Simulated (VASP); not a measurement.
OSZICAR of a VASP run on Ta (bcc):

File OSZICAR:
```
       N       E                     dE             d eps       ncg     rms          rms(c)
DAV:   1    -0.153134543857E+00   -0.15313E+00   -0.59989E+03  1880   0.999E+02
DAV:   2    -0.513269313651E+02   -0.51174E+02   -0.50356E+02  2458   0.227E+02
DAV:   3    -0.518954326634E+02   -0.56850E+00   -0.55812E+00  2187   0.247E+01
DAV:   4    -0.518999200938E+02   -0.44874E-02   -0.43307E-02  2265   0.167E+00
DAV:   5    -0.518999578060E+02   -0.37712E-04   -0.37707E-04  2195   0.112E-01    0.145E+01
DAV:   6    -0.481051802004E+02    0.37948E+01   -0.13875E+00  1940   0.164E+01    0.571E+00
DAV:   7    -0.486832942847E+02   -0.57811E+00   -0.23427E-01  1888   0.602E+00    0.180E+00
DAV:   8    -0.482426636476E+02    0.44063E+00   -0.34420E-01  1899   0.714E+00    0.764E-01
DAV:   9    -0.485545402269E+02   -0.31188E+00   -0.48130E-02  1915   0.206E+00    0.373E-01
DAV:  10    -0.485812921274E+02   -0.26752E-01   -0.51218E-03  1908   0.805E-01    0.323E-01
DAV:  11    -0.485866675855E+02   -0.53755E-02   -0.59525E-03  1916   0.906E-01    0.683E-02
DAV:  12    -0.485867606657E+02   -0.93080E-04   -0.69266E-04  1894   0.291E-01    0.531E-02
DAV:  13    -0.485867732273E+02   -0.12562E-04   -0.56300E-05  2085   0.930E-02    0.236E-02
DAV:  14    -0.485867711613E+02    0.20660E-05   -0.21511E-06  1903   0.196E-02    0.178E-02
DAV:  15    -0.485867720944E+02   -0.93318E-06   -0.21986E-07   962   0.612E-03
   1 F= -.48586772E+02 E0= -.48586849E+02  d E =-.485868E+02
       N       E                     dE             d eps       ncg     rms          rms(c)
DAV:   1    -0.485988126312E+02   -0.12041E-01   -0.46977E-01  1912   0.102E+01    0.106E+00
DAV:   2    -0.485875792816E+02    0.11233E-01   -0.15983E-02  1910   0.158E+00    0.357E-01
DAV:   3    -0.485849370818E+02    0.26422E-02   -0.96752E-03  1903   0.121E+00    0.140E-01
DAV:   4    -0.485830797857E+02    0.18573E-02   -0.31995E-03  1906   0.665E-01    0.664E-02
DAV:   5    -0.485857030321E+02   -0.26232E-02   -0.12960E-03  1886   0.445E-01    0.149E-02
DAV:   6    -0.485857080523E+02   -0.50202E-05   -0.53813E-05  2004   0.900E-02    0.137E-02
DAV:   7    -0.485857392962E+02   -0.31244E-04   -0.16324E-05  1892   0.571E-02    0.253E-03
DAV:   8    -0.485857395064E+02   -0.21024E-06   -0.12074E-06  1219   0.151E-02
   2 F= -.48585740E+02 E0= -.48585850E+02  d E =0.103259E-02
       N       E                     dE             d eps       ncg     rms          rms(c)
DAV:   1    -0.485932507392E+02   -0.75114E-02   -0.21958E-01  1908   0.694E+00    0.732E-01
DAV:   2    -0.485878453824E+02    0.54054E-02   -0.74481E-03  1907   0.109E+00    0.247E-01
DAV:   3    -0.485866847793E+02    0.11606E-02   -0.44984E-03  1899   0.831E-01    0.982E-02
DAV:   4    -0.485855351036E+02    0.11497E-02   -0.16608E-03  1908   0.476E-01    0.460E-02
DAV:   5    -0.485870482253E+02   -0.15131E-02   -0.64206E-04  1886   0.308E-01    0.107E-02
DAV:   6    -0.485870405716E+02    0.76536E-05   -0.11529E-05  2164   0.429E-02    0.942E-03
DAV:   7    -0.485870497522E+02   -0.91806E-05   -0.37741E-06  1899   0.282E-02    0.283E-03
DAV:   8    -0.485870488910E+02    0.86125E-06   -0.31140E-07   956   0.787E-03
   3 F= -.48587049E+02 E0= -.48587149E+02  d E =-.276797E-03
```

**Question.** Which electronic solver shows in the log?

**Answer.** It is blocked Davidson (ALGO = Normal, or the opening steps of other solvers). The INCAR had ALGO = Normal.

**Question.** Can the final energy be trusted as converged?

**Answer.** The calculation finished and met its thresholds. It stopped with EDIFF = 1E-6, NELM = 100, NSW = 60 and EDIFFG = -0.01 after 3 ionic steps (r2SCAN meta-GGA, plane waves, VASP's PBE PAW potentials (set 64)).

The compound is Ta in the bcc structure. This run relaxes it. Symmetry was kept, so distortions that lower it aren't found.
